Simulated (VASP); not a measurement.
All values below come from r2SCAN meta-GGA, VASP's PBE PAW potentials (set 64) (plane waves; VASP).

VASP ran on this input.

**POSCAR**
```
KBr
1
    0.0000000000     3.3031135938     3.3031135938
    3.3031135938    -0.0000000000     3.3031135938
    3.3031135938     3.3031135938    -0.0000000000
K Br
1 1
Direct
  1.0000000000   1.0000000000   0.0000000000
  0.5000000000   0.5000000000   0.5000000000
```

KPOINTS:
```
Automatic mesh
0
Gamma
9 9 9
0 0 0
```

### INCAR
```
SYSTEM = KBr
PREC = Accurate
ENCUT = 400
EDIFF = 1E-7
NELM = 100
ALGO = Normal
LREAL = .FALSE.
LASPH = .TRUE.
ISMEAR = 0
SIGMA = 0.01
METAGGA = R2SCAN
LMIXTAU = .TRUE.
LMAXMIX = 4
LWAVE = .FALSE.
LCHARG = .FALSE.
LOPTICS = .TRUE.
LPEAD = .TRUE.
NBANDS = 36
NEDOS = 1001
CSHIFT = 0.1
```

POTCAR, in this order: K_sv Br (PBE.64 set). Program: vasp_std.

What VASP printed:

**OSZICAR**
```
       N       E                     dE             d eps       ncg     rms          rms(c)
DAV:   1     0.792294366525E+02    0.79229E+02   -0.50420E+03  2528   0.325E+02
DAV:   2    -0.228585652153E+02   -0.10209E+03   -0.94616E+02  3076   0.121E+02
DAV:   3    -0.268958832560E+02   -0.40373E+01   -0.39929E+01  3320   0.204E+01
DAV:   4    -0.270139883249E+02   -0.11811E+00   -0.11790E+00  3496   0.290E+00
DAV:   5    -0.270143901040E+02   -0.40178E-03   -0.40177E-03  3156   0.174E-01    0.292E+00
DAV:   6    -0.236478464287E+02    0.33665E+01   -0.88963E-01  4032   0.401E+00    0.195E+00
DAV:   7    -0.230605540345E+02    0.58729E+00   -0.24113E-01  3744   0.225E+00    0.621E-01
DAV:   8    -0.238259227613E+02   -0.76537E+00   -0.17490E-01  3108   0.176E+00    0.600E-01
DAV:   9    -0.231155950439E+02    0.71033E+00   -0.13096E-01  2600   0.154E+00    0.424E-01
DAV:  10    -0.232327811582E+02   -0.11719E+00   -0.54567E-02  2524   0.115E+00    0.306E-01
DAV:  11    -0.232455860589E+02   -0.12805E-01   -0.64592E-03  2524   0.359E-01    0.124E-01
DAV:  12    -0.232176349846E+02    0.27951E-01   -0.91469E-03  2540   0.421E-01    0.389E-02
DAV:  13    -0.232440048655E+02   -0.26370E-01   -0.52405E-03  2532   0.321E-01    0.457E-02
DAV:  14    -0.232464905091E+02   -0.24856E-02   -0.66999E-04  2960   0.117E-01    0.108E-02
DAV:  15    -0.232467873833E+02   -0.29687E-03   -0.12707E-04  2880   0.510E-02    0.104E-02
DAV:  16    -0.232468365717E+02   -0.49188E-04   -0.51283E-05  2752   0.329E-02    0.483E-03
DAV:  17    -0.232468359710E+02    0.60071E-06   -0.93449E-06  2864   0.118E-02    0.547E-03
DAV:  18    -0.232468444220E+02   -0.84511E-05   -0.57639E-06  2728   0.110E-02    0.160E-03
DAV:  19    -0.232468448968E+02   -0.47484E-06   -0.33226E-07  2836   0.214E-03    0.994E-04
DAV:  20    -0.232468450727E+02   -0.17586E-06   -0.18988E-08  3060   0.604E-04    0.646E-04
DAV:  21    -0.232468452061E+02   -0.13335E-06   -0.14059E-07  2700   0.176E-03    0.412E-04
DAV:  22    -0.232468452448E+02   -0.38744E-07   -0.18384E-08  2788   0.549E-04
   1 F= -.23246845E+02 E0= -.23246845E+02  d E =-.379399E-15
 imaginary and real dielectric function
```

### OUTCAR
```
------------------------ aborting loop because EDIFF is reached ----------------------------------------
  FORCE on cell =-STRESS in cart. coord.  units (eV):
  Direction    XX          YY          ZZ          XY          YZ          ZX
  --------------------------------------------------------------------------------------
  Total        0.0055535      0.0055535      0.0055535      0.0000000     -0.0000000      0.0000000
  in kB        0.1234461      0.1234461      0.1234461      0.0000000     -0.0000000      0.0000000
  external PRESSURE =       0.1234461 kB  Pullay stress =       0.0000000 kB
  volume of cell :       72.08
      direct lattice vectors                 reciprocal lattice vectors
     0.000000000  3.303113594  3.303113594    -0.151372330  0.151372330  0.151372330
     3.303113594  0.000000000  3.303113594     0.151372330 -0.151372330  0.151372330
     3.303113594  3.303113594  0.000000000     0.151372330  0.151372330 -0.151372330
  FREE ENERGIE OF THE ION-ELECTRON SYSTEM (eV)
  ---------------------------------------------------
  free  energy   TOTEN  =       -23.2468452448 eV

  energy  without entropy=      -23.2468452448  energy(sigma->0) =      -23.24684524

 plasma frequency squared (from intraband transitions) (eV^2)
  --------------------------------------------------------------------------------------
       0.000       0.000       0.000
       0.000       0.000       0.000
       0.000       0.000       0.000

 plasma frequency squared (from interband transitions, int dw w eps(2)(w)) (eV^2)
  --------------------------------------------------------------------------------------
     268.263       0.000       0.000       0.000       0.000       0.000
       0.000      -0.000     268.263       0.000      -0.000      -0.000
       0.000      -0.000      -0.000       0.000     268.263       0.000
```
(Selected blocks of OUTCAR.)

The compound is KBr in the rock salt structure. It was relaxed first.
